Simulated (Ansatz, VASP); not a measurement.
Two plane-wave programs on KNi

The input INCAR:

```
ALGO = Normal ; EDIFF = 1E-6
ENCUT = 520 ; GGA = PS
ISIF = 2 ; ISMEAR = -1
ISPIN = 2 ; LASPH = True
LCHARG = False ; LDAU = True
LDAUJ = 0 0 ; LDAUL = -1 2
LDAUPRINT = 1 ; LDAUTYPE = 2
LDAUU = 0 5 ; LMAXMIX = 4
LORBIT = 11 ; LREAL = False
LWAVE = False ; MAGMOM = 0 0 1 1
NBANDS = 31 ; NELM = 150
PREC = Accurate ; SIGMA = 0.05
```

File KPOINTS:

```
k-points
0
Gamma
  4 4 6
```

Contents of POSCAR:

```
KNi
1.0
    3.6604778900      3.6604778900      0.0000000000
   -3.6604778900      3.6604778900      0.0000000000
    0.0000000000      0.0000000000      3.4788877700
K Ni
2 2
Direct
    0.0000000000      0.0000000000      0.0000000000
    0.5000000000      0.5000000000      0.0000000000
    0.5000000000      0.0000000000      0.5000000000
    0.0000000000      0.5000000000      0.5000000000
```

input.yaml

```yaml
crystal:
  lattice:
    - [3.66047789, 3.66047789, 0.0]
    - [-3.66047789, 3.66047789, 0.0]
    - [0.0, 0.0, 3.47888777]
  atoms:
    - { symbol: K, position: [0.0, 0.0, 0.0] }
    - { symbol: K, position: [0.5, 0.5, 0.0] }
    - { symbol: Ni, position: [0.5, 0.0, 0.5], spin: 1.0 }
    - { symbol: Ni, position: [0.0, 0.5, 0.5], spin: 1.0 }
hamiltonian:
  xc: pbesol
  pseudopotentials: { kind: paw }
  hubbard: { sites: [{ species: Ni, l: d, u_eff: 5.0 }] }
magnetization:
  spin_polarized: true
kpoints:
  mp_grid: { grid: [4, 4, 6] }
scf:
  occupations: { method: fermi_dirac, width: 0.05 }
output:
  forces: true
  stress: true
  eigenvalues: true
```

The cell was built by a generator and needn't be a form met in nature.

Alike in both runs: task single point; functional PBEsol; k mesh 4 × 4 × 6; occupations fermi-dirac, width 0.05 eV; collinear spin, ferromagnetic start; Hubbard terms Ni d U = 5 eV.

|  | VASP | Ansatz |
| --- | --- | --- |
| version | VASP 6.6.1 | Ansatz 0.2.0 |
| potentials or method | VASP PAW PBE potentials, release 64 (K_sv, Ni) | Ansatz PAW |
| plane-wave cutoff (eV) | 520 | 420 |
| valence electrons in the cell | 38 | 54 |

Ansatz gave:

```
gap on the k mesh at the Fermi level (eV)                     : none
pressure (GPa)                                                : 5.9
largest component of the traceless stress (GPa)               : 0.49
net moment per atom (μB)                                      : 0.51
size of the moment on the site where the two differ most (μB) : 1.01
```

Q: Which values does VASP return?

A: gap on the k mesh at the Fermi level (eV): none; pressure (GPa): 3.6; largest component of the traceless stress (GPa): 0.11; net moment per atom (μB): 0.48; size of the moment on the site where the two differ most (μB): 1.07.

Site moments also hang on the region over which each program counts them. The programs project onto different local orbitals, so the same U acts differently. A gap of «none» marks a metal or a gap that the smearing closes. The two sets of potentials don't hold the same shells in valence.

Caveats: the U is typed as a test and isn't derived for this compound; the PAW data sets were made with another functional, which shifts forces and pressure a little (VASP); the magnetic or orbital state may not be the lowest (Ansatz); the PAW data sets come from PBE, with cores solved anew for the run's functional, which leaves a small shift of forces and pressure (Ansatz). The state reached can hang on the start; a lower one may exist.
